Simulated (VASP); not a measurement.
# Be2As (R-3m) in VASP: equation of state

Aim: energy against volume of Be2As in PBE, for its equilibrium volume and stiffness.

All numbers are computed with VASP 6.6.1; they aren't measurements. Logs are shortened: lines on timing, memory, paths and dates and some standing lists are left out, and cuts for length are marked.

## Step 1: Starting point

Symmetry: R-3m, No. 166, trigonal system. Conventional cell: a = 3.601 Å, b = 3.601 Å, c = 10.574 Å, α = 90.00°, β = 90.00°, γ = 120.00°. Around Be (site symmetry 3m) lie 4 As at 2.37 to 2.38 Å and 3 Be at 2.41 Å. Around As (site symmetry -3m) lie 8 Be at 2.37 to 2.38 Å.

The cell was built by a generator and needn't be a form met in nature.

## Step 2: Equation of state, PBE, 12.40 Å³/atom (volume scaled by 0.94)

File INCAR:

```
SYSTEM = Be2As
PREC     = Accurate       ! precision mode
ENCUT    = 520            ! plane-wave cutoff, eV
EDIFF    = 1E-7           ! SCF threshold, eV
ISMEAR   = -1             ! smearing method
SIGMA    = 0.05           ! smearing width, eV
LREAL    = .FALSE.        ! projectors in reciprocal space
LASPH    = .TRUE.         ! aspherical terms in the spheres
NELM     = 60             ! most SCF steps
ALGO     = Normal         ! electronic algorithm
ISIF     = 2              ! what is computed and relaxed
LWAVE    = .FALSE.        ! write WAVECAR
LCHARG   = .FALSE.        ! write CHGCAR
GGA      = PE             ! functional
NBANDS   = 12             ! bands
```

File KPOINTS:

```
regular mesh
0
G
  9 9 9
  0 0 0
```

File POSCAR:

```
Be2As
1.0
    1.7634998922      1.0181622097      3.4525610360
   -1.7634998922      1.0181622097      3.4525610360
    0.0000000000     -2.0363146235      3.4525610360
Be As
2 1
Direct
    0.2242400000      0.2242400000      0.2242400000
    0.7757600000      0.7757600000      0.7757600000
    0.0000000000      0.0000000000      0.0000000000
```

Potentials or basis: VASP PAW PBE potentials, release 64 (Be, As).

Run with:

```sh
cat potpaw_PBE.64/Be/POTCAR potpaw_PBE.64/As/POTCAR > POTCAR
mpirun -np 1 vasp_std > vasp.out
```

OUTCAR:

```text
SYSTEM = Be2As
   PREC = Accurate
   ENCUT = 520
   EDIFF = 1E-7
   ISMEAR = -1
   LREAL = .FALSE.
   LASPH = .TRUE.
   NELM = 60
   ISIF = 2
   GGA = PE

 Found     85 irreducible k-points:

 Following reciprocal coordinates:
            Coordinates               Weight
  0.000000  0.000000  0.000000      1.000000
  0.111111 -0.000000  0.000000      6.000000
  0.222222  0.000000  0.000000      6.000000
  0.333333 -0.000000  0.000000      6.000000
  0.444444  0.000000  0.000000      6.000000
  0.111111  0.111111  0.000000      6.000000
   k-points           NKPTS =     85   k-points in BZ     NKDIM =     85   number of bands    NBANDS=     12
   number of dos      NEDOS =    301   number of ions     NIONS =      3
   total plane-waves  NPLWV =  27000
   dimension x,y,z NGX =    30 NGY =   30 NGZ =   30
   dimension x,y,z NGXF=    60 NGYF=   60 NGZF=   60
   ions per type =               2   1
   NGX,Y,Z   is equivalent  to a cutoff of  12.44, 12.44, 12.44 a.u.
   NGXF,Y,Z  is equivalent  to a cutoff of  24.89, 24.89, 24.89 a.u.
 SYSTEM =  Be2As
   PREC   = accura    normal or accurate (medium, high low for compatibility)
   ISTART =      0    job   : 0-new  1-cont  2-samecut
   ICHARG =      2    charge: 1-file 2-atom 10-const
   ISPIN  =      1    spin polarized calculation?
   LNONCOLLINEAR =      F non collinear calculations
   LSORBIT =      F    spin-orbit coupling
   LASPH  =      T    aspherical Exc in radial PAW
   ENCUT  =  520.0 eV  38.22 Ry    6.18 a.u.   7.45  7.45  7.45*2*pi/ulx,y,z
   NELM   =     60;   NELMIN=  2; NELMDL= -5     # of ELM steps
   EDIFF  = 0.1E-06   stopping-criterion for ELM
   LREAL  =      F    real-space projection
   EDIFFG = 0.1E-05   stopping-criterion for IOM
   NSW    =      0    number of steps for IOM
   IBRION =     -1    ionic relax: 0-MD 1-quasi-New 2-CG
   NFREE  =      0    steps in history (QN), initial steepest desc. (CG)
   ISIF   =      2    stress and relaxation
   ISYM   =      2    0-nonsym 1-usesym 2-fastsym
   POTIM  = 0.5000    time-step for ionic-motion
   TEBEG  =    0.0;   TEEND  =   0.0 temperature during run
   PSTRESS=    0.0 pullay stress
   NELECT =       9.0000    total number of electrons
   NUPDOWN=      -1.0000    fix difference up-down
   EMIN   =  10.00;   EMAX   =-10.00  energy-range for DOS
   EFERMI =   0.00;   METHOD = LEGACY
   ISMEAR =    -1;   SIGMA  =   0.05  broadening in eV -4-tet -1-fermi 0-gaus
   EFERMI_NEDOS =   21; number of points for ismear=-14 and -15
   IALGO  =     38    algorithm
   IMIX   =      4    mixing-type and parameters
     AMIX     =   0.40;   BMIX     =  1.00
     AMIX_MAG =   1.60;   BMIX_MAG =  1.00
  volume/ion in A,a.u.               =      12.40        83.67
  Fermi-wavevector in a.u.,A,eV,Ry     =   1.020143  1.927791 14.159475  1.040692
  Thomas-Fermi vector in A             =   2.153696
   LORBIT       =      0    0 simple, 1 ext, 2 COOP (PROOUT), +10 PAW based schemes
   GGA     = PE    functional components
   LHFCALC =     F    Hartree Fock is set to
   AEXX    =    0.0000 exact exchange contribution
   IVDW    =     0    specifies the selected vdW correction
   LEPSILON=     F    determine dielectric tensor
   LRPA    =     F    only Hartree local field effects (RPA)
 non-spin polarized calculation
  energy-cutoff  :      520.00
  volume of cell :       37.19
 maximum number of plane-waves:      1032
 NGX is ok and might be reduce to    30
   NGX = 15   NGY = 15   NGZ = 15

 number of electron       9.0000000 magnetization

 Free energy of the ion-electron system (eV)
  ---------------------------------------------------
  ext. energy  EPLUGINS =         0.00000000
  ---------------------------------------------------
  free energy    TOTEN  =       -11.20066882 eV

  energy without entropy =      -11.19352002  energy(sigma->0) =      -11.19709442

 E-fermi :   6.6867     XC(G=0): -10.3012

 val. band max:        6.6817838485   @ k =   0.4444   0.0000   0.0000
 cond. band min:       6.7180801390   @ k =  -0.2222   0.3333   0.1111
 fundamental gap:      0.0362962905
 Fermi energy:         6.6867222797

 k-point     1 :       0.0000    0.0000    0.0000
  band No.  band energies     occupation
      1      -7.8328      2.00000
      2       3.2824      2.00000
      3       5.1024      2.00000
      4       6.5717      1.81784
      5       6.5717      1.81781
      6       7.9908      0.00000
      7       7.9908      0.00000
      8       9.9526      0.00000
      9      13.2144      0.00000
     10      13.2145      0.00000
     11      13.8179      0.00000
     12      15.7945      0.00000

 k-point     2 :       0.1111   -0.0000    0.0000
  band No.  band energies     occupation
      1      -7.6728      2.00000
      2       3.0130      2.00000
      3       4.7968      2.00000
      4       5.5962      2.00000
      5       6.1034      1.99998
      6       8.1740      0.00000
      7       8.2359      0.00000
      8      11.0553      0.00000
      9      13.0041      0.00000
     10      13.1696      0.00000
     11      14.1548      0.00000
     12      14.5162      0.00000

 k-point     3 :       0.2222    0.0000    0.0000
  band No.  band energies     occupation
      1      -7.2096      2.00000
      2       2.0677      2.00000
      3       3.0127      2.00000
      4       5.4247      2.00000
      5       6.3716      1.99634
      6       8.0186      0.00000
      7       8.0813      0.00000
      8      11.2761      0.00000
      9      13.4753      0.00000
     10      13.6963      0.00000
     11      14.0763      0.00000
     12      16.3278      0.00000

 k-point     4 :       0.3333   -0.0000    0.0000
  band No.  band energies     occupation
      1      -6.5189      2.00000
      2       0.1539      2.00000
      3       2.6063      2.00000
      4       4.9373      2.00000
      5       6.7446      0.47800
      6       7.5511      0.00000
      7       8.2131      0.00000
      8      10.9389      0.00000
      9      13.1164      0.00000
     10      15.4812      0.00000
     11      15.6395      0.00000
     12      17.2528      0.00000

 k-point     5 :       0.4444    0.0000    0.0000
  band No.  band energies     occupation
      1      -5.8683      2.00000
      2      -1.1890      2.00000
      3       2.4776      2.00000
      4       4.6966      2.00000
      5       6.6818      1.04934
      6       7.1783      0.00011
      7       8.4317      0.00000
      8      11.3957      0.00000
      9      13.0496      0.00000
     10      14.9028      0.00000
     11      17.6226      0.00000
     12      18.4983      0.00000

 k-point     6 :       0.1111    0.1111    0.0000
  band No.  band energies     occupation
      1      -7.6398      2.00000
      2       2.5228      2.00000
      3       5.1976      2.00000
      4       5.4483      2.00000
      5       6.0680      1.99999
      6       7.8553      0.00000
      7       9.1671      0.00000
      8      10.6328      0.00000
      9      12.5279      0.00000
     10      13.7894      0.00000
     11      14.3503      0.00000
     12      15.2041      0.00000

 [... further k-points ...]
[... 5 lines left out ...]
  --------------------------------------------------------------------------------------
  -------------------------------------------------------------------------------------
  Total        1.4867924      1.4867976      1.2559281      0.0000000      0.0000012      0.0000000
  in kB       64.0438257     64.0440530     54.0993088      0.0000000      0.0000512      0.0000000
  external PRESSURE =      60.7290625 kB  Pullay stress =       0.0000000 kB

 VOLUME and BASIS-vectors are now :
 -----------------------------------------------------------------------------
  energy-cutoff  :      520.00
  volume of cell :       37.19
      direct lattice vectors                 reciprocal lattice vectors
     1.763499892  1.018162210  3.452561036     0.283527094  0.163694154  0.096546533
    -1.763499892  1.018162210  3.452561036    -0.283527094  0.163694154  0.096546533
     0.000000000 -2.036314624  3.452561036     0.000000000 -0.327388307  0.096546998

 POSITION                                       TOTAL-FORCE (eV/Angst)
 -----------------------------------------------------------------------------------
      0.00000      0.00000      2.32261         0.000000     -0.000000     -0.103412
      0.00000      0.00001      8.03508         0.000000      0.000000      0.103412
      0.00000      0.00000      0.00000         0.000000      0.000000     -0.000000
 -----------------------------------------------------------------------------------
    total drift:                               -0.000000     -0.000000     -0.000000

  FREE ENERGIE OF THE ION-ELECTRON SYSTEM (eV)
  ---------------------------------------------------
  free  energy   TOTEN  =       -11.2006688183 eV

  energy  without entropy=      -11.1935200228  energy(sigma->0) =      -11.19709442
```

Wall time 20 s (1 thread of Intel Xeon Platinum 8559C (Emerald Rapids), shared host); peak memory 0.19 GiB.

Results:

```yaml
Free_energy: -11.2007 eV
Pressure: 6.1 GPa
Largest_force: 0.103 eV/Å
Band_gap_on_the_k_mesh: none (metal or under the smearing width)
```

## Step 3: Equation of state, PBE, 12.66 Å³/atom (volume scaled by 0.96)

File INCAR:

```
SYSTEM = Be2As
PREC = Accurate
ENCUT = 520
EDIFF = 1E-7
ISMEAR = -1
SIGMA = 0.05
LREAL = .False.
LASPH = .True.
NELM = 100
ALGO = Normal
ISIF = 2
LWAVE = .False.
LCHARG = .False.
GGA = PE
NBANDS = 12
```

File KPOINTS:

```
regular mesh
0
Gamma
  9 9 9
  0 0 0
```

File POSCAR:

```
Be2As
1.0
    1.7759193147      1.0253326023      3.4768756472
   -1.7759193147      1.0253326023      3.4768756472
    0.0000000000     -2.0506553398      3.4768756472
Be As
2 1
Direct
    0.2242400000      0.2242400000      0.2242400000
    0.7757600000      0.7757600000      0.7757600000
    0.0000000000      0.0000000000      0.0000000000
```

Potentials or basis: VASP PAW PBE potentials, release 64 (Be, As).

Run with:

```sh
cat potpaw_PBE.64/Be/POTCAR potpaw_PBE.64/As/POTCAR > POTCAR
mpirun -np 1 vasp_std > vasp.out
```

Run time: 37 s. Hardware: 1 thread of Intel Xeon Platinum 8559C (Emerald Rapids), shared host; peak memory 0.19 GiB.

It converged, with:

```yaml
Free_energy: -11.2255 eV
Pressure: 4.0 GPa
Largest_force: 0.067 eV/Å
Band_gap_on_the_k_mesh: none (metal or under the smearing width)
```

## Step 4: Equation of state, PBE, 12.93 Å³/atom (volume scaled by 0.98)

File INCAR:

```
SYSTEM = Be2As
ALGO = Normal ; EDIFF = 1E-7
ENCUT = 520 ; GGA = PE
ISIF = 2 ; ISMEAR = -1
LASPH = .True. ; LCHARG = .False.
LREAL = .False. ; LWAVE = .False.
NBANDS = 12 ; NELM = 60
PREC = Accurate ; SIGMA = 0.05
```

File KPOINTS:

```
k-points
0
Gamma
  9 9 9
  0 0 0
```

File POSCAR:

```
Be2As
1.0
    1.7881674212      1.0324040851      3.5008548577
   -1.7881674212      1.0324040851      3.5008548577
    0.0000000000     -2.0647982373      3.5008548577
Be As
2 1
Direct
    0.2242400000      0.2242400000      0.2242400000
    0.7757600000      0.7757600000      0.7757600000
    0.0000000000      0.0000000000      0.0000000000
```

Run with:

```sh
cat potpaw_PBE.64/Be/POTCAR potpaw_PBE.64/As/POTCAR > POTCAR
mpirun -np 1 vasp_std > vasp.out
```

It took 22 s on 1 thread of Intel Xeon Platinum 8559C (Emerald Rapids), shared host; peak memory 0.19 GiB.

The run converged. Its results:

| Quantity | Value |
| --- | --- |
| Free energy | -11.2408 eV |
| Pressure | 2.2 GPa |
| Largest force | 0.036 eV/Å |
| Band gap on the k mesh | none (metal or under the smearing width) |

## Step 5: Equation of state, PBE, 13.45 Å³/atom (volume scaled by 1.02)

File INCAR:

```
PREC     = Accurate       # precision mode
ENCUT    = 520            # plane-wave cutoff, eV
EDIFF    = 1E-7           # SCF threshold, eV
ISMEAR   = -1             # smearing method
SIGMA    = 0.05           # smearing width, eV
LREAL    = F              # projectors in reciprocal space
LASPH    = T              # aspherical terms in the spheres
NELM     = 100            # most SCF steps
ALGO     = Normal         # electronic algorithm
ISIF     = 2              # what is computed and relaxed
LWAVE    = F              # write WAVECAR
LCHARG   = F              # write CHGCAR
GGA      = PE             # functional
NBANDS   = 12             # bands
```

File KPOINTS:

```
regular mesh
0
Gamma
  9 9 9
```

File POSCAR:

```
Be2As
1.0
    1.8121725329      1.0462635119      3.5478518061
   -1.8121725329      1.0462635119      3.5478518061
    0.0000000000     -2.0925169575      3.5478518061
Be As
2 1
Direct
    0.2242400000      0.2242400000      0.2242400000
    0.7757600000      0.7757600000      0.7757600000
    0.0000000000      0.0000000000      0.0000000000
```

Run with:

```sh
cat potpaw_PBE.64/Be/POTCAR potpaw_PBE.64/As/POTCAR > POTCAR
mpirun -np 1 vasp_std > vasp.out
```

It took 25 s on 1 thread of Intel Xeon Platinum 8559C (Emerald Rapids), shared host; peak memory 0.19 GiB.

The run converged. Its results:

| Item | Value |
| --- | --- |
| Free energy | -11.2457 eV |
| Pressure | -1.1 GPa |
| Largest force | 0.014 eV/Å |
| Band gap on the k mesh | none (metal or under the smearing width) |

## Step 6: Equation of state, PBE, 13.72 Å³/atom (volume scaled by 1.04)

File INCAR:

```
SYSTEM = Be2As
ALGO     = Normal         ! electronic algorithm
EDIFF    = 1E-7           ! SCF threshold, eV
ENCUT    = 520            ! plane-wave cutoff, eV
GGA      = PE             ! functional
ISIF     = 2              ! what is computed and relaxed
ISMEAR   = -1             ! smearing method
LASPH    = .TRUE.         ! aspherical terms in the spheres
LCHARG   = .FALSE.        ! write CHGCAR
LREAL    = .FALSE.        ! projectors in reciprocal space
LWAVE    = .FALSE.        ! write WAVECAR
NBANDS   = 12             ! bands
NELM     = 100            ! most SCF steps
PREC     = Accurate       ! precision mode
SIGMA    = 0.05           ! smearing width, eV
```

File KPOINTS:

```
k-points
0
G
  9 9 9
  0 0 0
```

File POSCAR:

```
Be2As
1.0
    1.8239402167      1.0530576211      3.5708904504
   -1.8239402167      1.0530576211      3.5708904504
    0.0000000000     -2.1061051107      3.5708904504
Be As
2 1
Direct
    0.2242400000      0.2242400000      0.2242400000
    0.7757600000      0.7757600000      0.7757600000
    0.0000000000      0.0000000000      0.0000000000
```

Potentials or basis: VASP PAW PBE potentials, release 64 (Be, As).

Run with:

```sh
cat potpaw_PBE.64/Be/POTCAR potpaw_PBE.64/As/POTCAR > POTCAR
mpirun -np 1 vasp_std > vasp.out
```

Wall time 18 s (1 thread of Intel Xeon Platinum 8559C (Emerald Rapids), shared host); peak memory 0.19 GiB.

It converged, with:

- Free energy: -11.2367 eV
- Pressure: -2.5 GPa
- Largest force: 0.034 eV/Å
- Band gap on the k mesh: none (metal or under the smearing width)

## Step 7: Equation of state, PBE, 13.98 Å³/atom (volume scaled by 1.06)

File INCAR:

```
SYSTEM = Be2As
PREC = Accurate ; ENCUT = 520
EDIFF = 1E-7 ; ISMEAR = -1
SIGMA = 0.05 ; LREAL = .FALSE.
LASPH = .TRUE. ; NELM = 60
ALGO = Normal ; ISIF = 2
LWAVE = .FALSE. ; LCHARG = .FALSE.
GGA = PE ; NBANDS = 12
```

File KPOINTS:

```
Automatic mesh
0
G
  9 9 9
  0 0 0
```

File POSCAR:

```
Be2As
1.0
    1.8355579836      1.0597651754      3.5936355888
   -1.8355579836      1.0597651754      3.5936355888
    0.0000000000     -2.1195201546      3.5936355888
Be As
2 1
Direct
    0.2242400000      0.2242400000      0.2242400000
    0.7757600000      0.7757600000      0.7757600000
    0.0000000000      0.0000000000      0.0000000000
```

Run with:

```sh
cat potpaw_PBE.64/Be/POTCAR potpaw_PBE.64/As/POTCAR > POTCAR
mpirun -np 1 vasp_std > vasp.out
```

It took 18 s on 1 thread of Intel Xeon Platinum 8559C (Emerald Rapids), shared host; peak memory 0.19 GiB.

It converged, with:

| Property | Result |
| --- | --- |
| Free energy | -11.2211 eV |
| Pressure | -3.8 GPa |
| Largest force | 0.052 eV/Å |
| Band gap on the k mesh | none (metal or under the smearing width) |

## Step 8: Equation of state, PBE

No new run: the results of the series are fitted here.

Results:

| Property | Result |
| --- | --- |
| Equilibrium volume | 13.27 Å³/atom |
| Bulk modulus at fixed shape and positions | 80 GPa |
| Pressure derivative of the bulk modulus | 3.5 |

Energy against volume, from the lowest point:
```
volume (Å³/atom)  energy (meV/atom)
          12.398              15.53
          12.662               7.24
          12.926               2.15
          13.190               0.00
          13.453               0.53
          13.717               3.51
          13.981               8.72
```

Caveat: the cell was scaled at fixed shape and fractional positions, which overstates the stiffness of a crystal with free parameters, most of all of layers and chains.
